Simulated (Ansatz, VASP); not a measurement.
**BiAs: VASP beside Ansatz**

One calculation is typed for both programs; each brings its own data sets. How far apart do they land? The cell is generated by rule, not measured, and may not be a known phase. The cell is taken from a series of runs on this material, whose earlier steps may have relaxed, scaled, displaced or heated it; both programs get it as it stands.

Calculated with Ansatz 0.2.0; plane waves, with VASP 6.6.1 beside it; relaxation of cell and atoms at PBE.

The structure was built from a prototype and need not be the compound's stable phase.

**1. Starting point**

It takes space group Cmcm (No. 63, orthorhombic). Conventional cell: a = 6.033 Å, b = 6.033 Å, c = 12.066 Å, α = 90.00°, β = 90.00°, γ = 90.00°. Nearest to Bi lie 6 As at 3.02 Å. Bi has 6 As at 2.91 to 3.13 Å nearest. Nearest to As lie 6 Bi at 2.91 to 3.13 Å. As has 6 Bi at 3.02 Å nearest. Farther neighbours are not listed.

As a file:

```
Bi As
1.0
     0.00000   -3.01662   -3.01662
     0.00000    3.01662   -3.01662
    12.06650    0.00000    0.00000
Bi As
4 4
Direct
  0.50000 0.50000 0.25000
  0.50000 0.50000 0.75000
  0.98674 0.01326 0.00000
  0.01326 0.98674 0.50000
  0.50494 0.49506 0.00000
  0.49506 0.50494 0.50000
  0.00000 0.00000 0.75000
  0.00000 0.00000 0.25000
```

**2. VASP: relaxation of cell and atoms, PBE**

The relaxed volume is the usual yardstick between codes: in a stiff, nearly cubic crystal its relative difference is about their pressure difference at one cell divided by the bulk modulus.

Lines of VASP's logs that name or quote its potential files are left out, and so is its time.

Input file INCAR:

```
SYSTEM = BiAs
PREC = Accurate
ENCUT = 500
EDIFF = 1E-07
NELM = 120
ISMEAR = 1
SIGMA = 0.2
LREAL = .FALSE.
ALGO = Normal
GGA = PE
NBANDS = 49
LORBIT = 11
LWAVE = .FALSE.
LCHARG = .FALSE.
ISIF = 3
IBRION = 2
NSW = 80
EDIFFG = -0.005
LASPH = .TRUE.
GGA_COMPAT = .FALSE.
NELMIN = 4
KPAR = 2
```

Input file POSCAR:

```
BiAs
1.0
    0.0000000000     -3.0166250000     -3.0166250000
    0.0000000000      3.0166250000     -3.0166250000
   12.0665000000      0.0000000000      0.0000000000
Bi As
4 4
Direct
    0.5000000000      0.5000000000      0.2500000000
    0.5000000000      0.5000000000      0.7500000000
    0.9867401483      0.0132598517      0.0000000000
    0.0132598517      0.9867401483      0.5000000000
    0.5049399577      0.4950600423      0.0000000000
    0.4950600423      0.5049399577      0.5000000000
    0.0000000000      0.0000000000      0.7500000000
    0.0000000000      0.0000000000      0.2500000000
```

Input file KPOINTS:

```
Automatic mesh
0
Gamma
8 8 4
0 0 0
```

The projector-augmented-wave data sets are Bi_d and As (PBE family, release 64).

Started as:

```console
$ mpirun -np 2 vasp_std
```

Numbers of over 12 decimals in the logs are rounded to 6 here.

The program printed:

```text
[banner, memory and clock lines left out]
running    2 mpi-ranks, on    1 nodes
 distrk:  each k-point on    1 cores,    2 groups
 distr:  one band on    1 cores,    1 groups

 POSCAR found type information on POSCAR BiAs
 POSCAR found :  2 types and       8 ions
 LDA part: xc-table for (Slater+PW92), standard interpolation
 POSCAR, INCAR and KPOINTS ok, starting setup
 FFT: planning ... GRIDC
 FFT: planning ... GRID_SOFT
 FFT: planning ... GRID
 WAVECAR not read
 entering main loop
       N       E                     dE             d eps       ncg     rms          rms(c)
DAV:   1     0.858731932124E+03    0.85873E+03   -0.37273E+04  6174   0.171E+03
DAV:   2     0.781873201451E+02   -0.78054E+03   -0.75887E+03  6182   0.473E+02
DAV:   3    -0.285297430269E+02   -0.10672E+03   -0.10178E+03  7443   0.186E+02
DAV:   4    -0.345494104615E+02   -0.60197E+01   -0.58717E+01  7183   0.433E+01
DAV:   5    -0.348591387380E+02   -0.30973E+00   -0.30829E+00  9174   0.940E+00    0.464E+00
DAV:   6    -0.340339112884E+02    0.82523E+00   -0.17765E+00  7523   0.647E+00    0.209E+00
DAV:   7    -0.340678165418E+02   -0.33905E-01   -0.46897E-01  7809   0.207E+00    0.116E+00
DAV:   8    -0.340735395071E+02   -0.57230E-02   -0.46081E-02  7538   0.144E+00    0.290E-01
DAV:   9    -0.340699335250E+02    0.36060E-02   -0.12128E-02  7676   0.645E-01    0.713E-02
DAV:  10    -0.340700741863E+02   -0.14066E-03   -0.16935E-03  8078   0.169E-01    0.428E-02
DAV:  11    -0.340701104109E+02   -0.36225E-04   -0.12451E-04  8317   0.655E-02    0.162E-02
DAV:  12    -0.340701089243E+02    0.14866E-05   -0.15014E-05  7498   0.207E-02    0.669E-03
DAV:  13    -0.340701082576E+02    0.66670E-06   -0.63647E-07  6731   0.486E-03    0.323E-03
DAV:  14    -0.340701087342E+02   -0.47653E-06   -0.55389E-07  6462   0.517E-03    0.135E-03
DAV:  15    -0.340701088927E+02   -0.15849E-06   -0.56472E-08  4200   0.151E-03    0.940E-04
DAV:  16    -0.340701089673E+02   -0.74613E-07   -0.33245E-08  4131   0.113E-03
   1 F= -.34070109E+02 E0= -.34073920E+02  d E =-.340701E+02
[... from here on, the cycles between the ionic steps are left out ...]
   2 F= -.34070490E+02 E0= -.34074355E+02  d E =-.381500E-03
   3 F= -.34070566E+02 E0= -.34074416E+02  d E =-.457246E-03
   7 F= -.34070688E+02 E0= -.34074481E+02  d E =-.121959E-03
   8 F= -.34070703E+02 E0= -.34074496E+02  d E =-.150854E-04
   9 F= -.34070748E+02 E0= -.34074541E+02  d E =-.595786E-04
  10 F= -.34070834E+02 E0= -.34074627E+02  d E =-.145801E-03
  11 F= -.34070995E+02 E0= -.34074789E+02  d E =-.307179E-03
  12 F= -.34071272E+02 E0= -.34075065E+02  d E =-.583508E-03
  13 F= -.34071624E+02 E0= -.34075410E+02  d E =-.936128E-03
  14 F= -.34071480E+02 E0= -.34075216E+02  d E =-.791783E-03
  15 F= -.34071706E+02 E0= -.34075480E+02  d E =-.101747E-02
  16 F= -.34071712E+02 E0= -.34075524E+02  d E =-.622929E-05
 trial-energy change:   -0.000006  1 .order   -0.000006   -0.000084    0.000071
 step:   0.8013(harm=  0.8013)  dis= 0.00032  next Energy=   -34.071728 (dE=-0.227E-04)
 bond charge predicted
       N       E                     dE             d eps       ncg     rms          rms(c)
DAV:   1    -0.340718244607E+02   -0.11258E-03   -0.47885E-03  6649   0.335E-01    0.435E-02
DAV:   2    -0.340717662775E+02    0.58183E-04   -0.23143E-04  8099   0.130E-01    0.277E-02
DAV:   3    -0.340717259143E+02    0.40363E-04   -0.91303E-05  7782   0.821E-02    0.270E-03
DAV:   4    -0.340717280930E+02   -0.21787E-05   -0.24680E-05  6960   0.396E-02    0.210E-03
DAV:   5    -0.340717281824E+02   -0.89452E-07   -0.58305E-07  6845   0.504E-03
  17 F= -.34071728E+02 E0= -.34075522E+02  d E =-.225371E-04
 curvature:  -0.46 expect dE=-0.723E-07 dE for cont linesearch -0.149E-08
 trial: gam= 0.01023 g(F)=  0.131E-06 g(S)=  0.279E-07 ort = 0.459E-06 (trialstep = 0.135E+01)
 search vector abs. value=  0.175E-06
 reached required accuracy - stopping structural energy minimisation
```

Parts of OUTCAR (step 2):

```text
ion  position               nearest neighbor table
   1  0.500  0.500  0.250-   8 3.02   8 3.02   8 3.02   8 3.02   5 3.02   6 3.02
   2  0.500  0.500  0.750-   7 3.02   7 3.02   7 3.02   7 3.02   5 3.02   6 3.02
   3  0.987  0.013  0.000-   5 2.91   7 3.02   8 3.02   5 3.02   5 3.02   5 3.13
   4  0.013  0.987  0.500-   6 2.91   7 3.02   8 3.02   6 3.02   6 3.02   6 3.13
   5  0.505  0.495  0.000-   3 2.91   2 3.02   1 3.02   3 3.02   3 3.02   3 3.13
   6  0.495  0.505  0.500-   4 2.91   2 3.02   1 3.02   4 3.02   4 3.02   4 3.13
   7  0.000  0.000  0.750-   2 3.02   2 3.02   2 3.02   2 3.02   4 3.02   3 3.02
   8  0.000  0.000  0.250-   1 3.02   1 3.02   1 3.02   1 3.02   4 3.02   3 3.02

  LATTYP: Found a simple tetragonal cell.
 ALAT       =     4.2661519876
 C/A-ratio  =     2.8284271247

 Subroutine GETGRP returns: Found  8 space group operations
 (whereof  4 operations were pure point group operations)

The static configuration has the point symmetry C_2v.
 The point group associated with its full space group is D_2h.

 Found     63 irreducible k-points:

   k-points           NKPTS =     63   k-points in BZ     NKDIM =     63   number of bands    NBANDS=     49

   dimension x,y,z NGX =    32 NGY =   32 NGZ =   90
   dimension x,y,z NGXF=    64 NGYF=   64 NGZF=  180

   ENCUT  =  500.0 eV  36.75 Ry    6.06 a.u.   7.78  7.78 22.00*2*pi/ulx,y,z

   NELECT =      80.0000    total number of electrons

 k-points in reciprocal lattice and weights: Automatic mesh
   0.00000000  0.00000000  0.00000000       0.004
   0.12500000  0.00000000  0.00000000       0.016
   0.25000000  0.00000000  0.00000000       0.016
   0.37500000  0.00000000  0.00000000       0.016
   0.50000000  0.00000000  0.00000000       0.008
   0.12500000  0.12500000  0.00000000       0.008
  -0.12500000  0.12500000  0.00000000       0.008
   0.25000000  0.12500000  0.00000000       0.016
  -0.12500000  0.25000000  0.00000000       0.016
[...]
0.50000000  0.37500000  0.50000000       0.016
   0.50000000  0.50000000  0.50000000       0.004

 average (electrostatic) potential at core
       1-105.1201       2-105.1201       3-105.1053       4-105.1053       5 -48.3840
       6 -48.3840       7 -48.3745       8 -48.3745

 E-fermi :   6.1367

 k-point     1 :       0.0000    0.0000    0.0000
  band No.  band energies     occupation
    ...
     36       4.1516      2.00000
     37       4.1684      2.00000
     38       4.5801      2.00000
     39       4.6122      2.00000
     40       4.6281      2.00000
     41       8.3935     -0.00000
     42       8.3992     -0.00000
     43       8.8764     -0.00000
     44       9.4081     -0.00000
     45       9.7452     -0.00000
    ...

 k-point     2 :       0.1250    0.0000    0.0000
  band No.  band energies     occupation
    ...
     36       4.2676      2.00000
     37       4.2807      2.00000
     38       4.4317      2.00000
     39       4.7462      2.00000
     40       4.8638      2.00000
     41       8.1433     -0.00000
     42       8.1481     -0.00000
     43       8.9480     -0.00000
     44       9.0477     -0.00000
     45       9.1929     -0.00000
    ...

 k-point     3 :       0.2500    0.0000    0.0000
  band No.  band energies     occupation
    ...
     36       4.2110      2.00000
     37       4.6530      2.00000
     38       4.6672      2.00000
     39       5.1608      2.00000
     40       5.4831      2.00004
     41       7.4731     -0.00000
     42       7.4850     -0.00000
     43       7.6170     -0.00000
     44       7.7724     -0.00000
     45       8.4237     -0.00000
    ...

  Total        0.0018185      0.0007508      0.0008658      0.0000000      0.0000000      0.0000000
  in kB        0.0132229      0.0054593      0.0062955      0.0000000      0.0000000      0.0000000
  external PRESSURE =       0.0083259 kB  Pullay stress =       0.0000000 kB

  energy-cutoff  :      500.00
  volume of cell :      220.34
      direct lattice vectors                 reciprocal lattice vectors
     0.000000000 -3.024258808 -3.015017500     0.000000000 -0.165329766 -0.165836517
     0.000000000  3.024258808 -3.015017500     0.000000000  0.165329766 -0.165836517
    12.082392093  0.000000000  0.000000000     0.082765068  0.000000000  0.000000000

 POSITION                                       TOTAL-FORCE (eV/Angst)
 -----------------------------------------------------------------------------------
      3.02060      0.00000     -3.01502         0.000000      0.000000     -0.000000
      9.06179      0.00000     -3.01502        -0.000000     -0.000000      0.000000
      0.00000     -2.89785     -3.01502        -0.000000      0.001160     -0.000000
      6.04120      2.89785     -3.01502        -0.000000     -0.001160     -0.000000
      0.00000     -0.00931     -3.01502        -0.000000     -0.000092     -0.000000
      6.04120      0.00931     -3.01502        -0.000000      0.000092     -0.000000
      9.06179     -0.00000     -0.00000        -0.000000     -0.000000     -0.000000
      3.02060     -0.00000     -0.00000        -0.000000      0.000000     -0.000000
 -----------------------------------------------------------------------------------
    total drift:                               -0.000000      0.000000     -0.000000

  FREE ENERGIE OF THE ION-ELECTRON SYSTEM (eV)
  ---------------------------------------------------
  free  energy   TOTEN  =       -34.0717281824 eV

  energy  without entropy=      -34.0831106926  energy(sigma->0) =      -34.07552235

 reached required accuracy - stopping structural energy minimisation

 total charge
# of ion       s       p       d       tot
------------------------------------------
    1        1.576   1.160   9.944  12.680
    2        1.576   1.160   9.944  12.680
    3        1.574   1.170   9.944  12.688
    4        1.574   1.170   9.944  12.688
    5        1.275   1.411   0.023   2.708
    6        1.275   1.411   0.023   2.708
    7        1.275   1.407   0.022   2.704
    8        1.275   1.407   0.022   2.704
--------------------------------------------------
tot         11.399  10.296  39.865  61.561

[... 3 further parts left out ...]
```

CONTCAR:

```
BiAs
   1.00000000000000
     0.0000000000000000   -3.0242588075183110   -3.0150175003030744
     0.0000000000000000    3.0242588075183110   -3.0150175003030744
    12.0823920930965354    0.0000000000000000    0.0000000000000000
  Bi              As
     4     4
Direct
     0.5000000000000000    0.5000000000000000    0.2500000000000000
     0.5000000000000000    0.5000000000000000    0.7500000000000000
     0.9791006244378859    0.0208993755621142    0.0000000000000000
     0.0208993755621142    0.9791006244378859    0.5000000000000000
     0.5015396646036453    0.4984603353963549    0.0000000000000000
     0.4984603353963549    0.5015396646036453    0.5000000000000000
     0.0000000000000000    0.0000000000000000    0.7500000000000000
     0.0000000000000000    0.0000000000000000    0.2500000000000000
```

The run keeps the 8 symmetry operations of its start, so it cannot find a distortion of lower symmetry.

[end of part 1 of 2]

[Lines on the potential files, build, host, timing and source positions are cut from VASP's logs without a mark.]

[Logs are printed without paths, hosts, clocks, repeated set-up lines and the standing remarks that a program may print on its own settings, such as how far it seeks lower states.]

[Hosts, paths, dates, database ids (printed as entryN), source tags and the programs' standing remarks are cut or masked in the printed files.]
